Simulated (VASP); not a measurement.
Computed with PBE GGA, VASP's PBE PAW potentials (set 64) (plane waves; VASP).

VASP input:

### KPOINTS
```
k-points along high-symmetry lines
15
Line-mode
Reciprocal
  0.000000   0.000000   0.000000 ! GAMMA
  0.000000   0.500000   0.000000 ! X

  0.000000   0.500000   0.000000 ! X
  0.500000   0.500000   0.000000 ! M

  0.500000   0.500000   0.000000 ! M
  0.000000   0.000000   0.000000 ! GAMMA

  0.000000   0.000000   0.000000 ! GAMMA
  0.500000   0.500000   0.500000 ! R

  0.500000   0.500000   0.500000 ! R
  0.000000   0.500000   0.000000 ! X

  0.500000   0.500000   0.500000 ! R
  0.500000   0.500000   0.000000 ! M
```

**INCAR**
```
ALGO = Normal
EDIFF = 1E-6
ENCUT = 400
GGA = PE
ICHARG = 11
ISMEAR = 0
LASPH = .TRUE.
LCHARG = .FALSE.
LMAXMIX = 4
LREAL = .FALSE.
LWAVE = .FALSE.
NELM = 100
PREC = Accurate
SIGMA = 0.05
SYSTEM = Cd4SSe3
```

File POSCAR:
```
Cd4SSe3
1
    6.1245011387    -0.0000000000     0.0000000000
    0.0000000000     6.1245011387     0.0000000000
   -0.0000000000    -0.0000000000     6.1245011387
Cd Se S
4 3 1
Direct
  0.0058977139   0.9941022861   0.9941022861
  0.4941022861   0.5058977139   0.9941022861
  0.4941022861   0.9941022861   0.5058977139
  0.0058977139   0.5058977139   0.5058977139
  0.2500000000   0.2500000000   0.2500000000
  0.7500000000   0.7500000000   0.2500000000
  0.7500000000   0.2500000000   0.7500000000
  0.2500000000   0.7500000000   0.7500000000
```

POTCAR, in this order: Cd Se S (PBE.64 set). Program: vasp_std. Read from the step before: CHGCAR.

Output of the run:

File OSZICAR:
```
       N       E                     dE             d eps       ncg     rms          rms(c)
DAV:   1     0.439121664191E+03    0.43912E+03   -0.30335E+04  7820   0.123E+03
DAV:   2     0.440897477741E+01   -0.43471E+03   -0.42677E+03  8750   0.334E+02
DAV:   3    -0.214881675829E+02   -0.25897E+02   -0.25732E+02  8958   0.797E+01
DAV:   4    -0.217983222511E+02   -0.31015E+00   -0.30976E+00  8543   0.813E+00
DAV:   5    -0.218027529568E+02   -0.44307E-02   -0.44296E-02  8955   0.898E-01
DAV:   6    -0.218028533285E+02   -0.10037E-03   -0.10036E-03  8652   0.131E-01
DAV:   7    -0.218028563947E+02   -0.30661E-05   -0.30660E-05  8658   0.213E-02
DAV:   8    -0.218028564984E+02   -0.10374E-06   -0.10377E-06  6039   0.400E-03
   1 F= -.21802856E+02 E0= -.21802856E+02  d E =-.776104E-16
```

OUTCAR:
```
 val. band max:        0.6410593175   @ k =   0.0000   0.0000   0.0000

 cond. band min:       1.2439176029   @ k =   0.0000   0.0000   0.0000



 k-point     1 :       0.0000    0.0000    0.0000
  band No.  band energies     occupation
      1     -11.6291      2.00000
      2     -11.1929      2.00000
      3     -11.1929      2.00000
      4     -11.1452      2.00000
      5      -7.0966      2.00000
      6      -7.0966      2.00000
      7      -7.0966      2.00000
      8      -6.9185      2.00000
      9      -6.9185      2.00000
     10      -6.9185      2.00000
     11      -6.8642      2.00000
     12      -6.8642      2.00000
     13      -6.8642      2.00000
     14      -6.8442      2.00000
     15      -6.8442      2.00000
     16      -6.8442      2.00000
     17      -6.7552      2.00000
     18      -6.7552      2.00000
     19      -6.6988      2.00000
     20      -6.6988      2.00000
     21      -6.6988      2.00000
     22      -6.4387      2.00000
     23      -6.4387      2.00000
     24      -6.3777      2.00000
     25      -3.2014      2.00000
     26      -3.2014      2.00000
     27      -3.2014      2.00000
     28      -1.1498      2.00000
     29      -1.1498      2.00000
     30      -1.1498      2.00000
     31      -0.9868      2.00000
     32      -0.9868      2.00000
     33      -0.9868      2.00000
     34       0.6411      2.00000
     35       0.6411      2.00000
     36       0.6411      2.00000
     37       1.2439      0.00000
     38       3.8551      0.00000
     39       3.8551      0.00000
     40       4.1469      0.00000
     41       4.4581      0.00000
     42       4.4581      0.00000
     43       4.4581      0.00000

 k-point     2 :       0.0000    0.0357    0.0000
  band No.  band energies     occupation
      1     -11.6277      2.00000
      2     -11.1938      2.00000
      3     -11.1929      2.00000
      4     -11.1456      2.00000
      5      -7.0960      2.00000
      6      -7.0960      2.00000
...
```

The density is held fixed in this step, so its total energy and stress have no physical meaning.

The structure was generated: Cd4SSe3 was put into an ordered model structure (P-43m), which need not be its known phase. It was relaxed first, which changed the volume by +7 %.
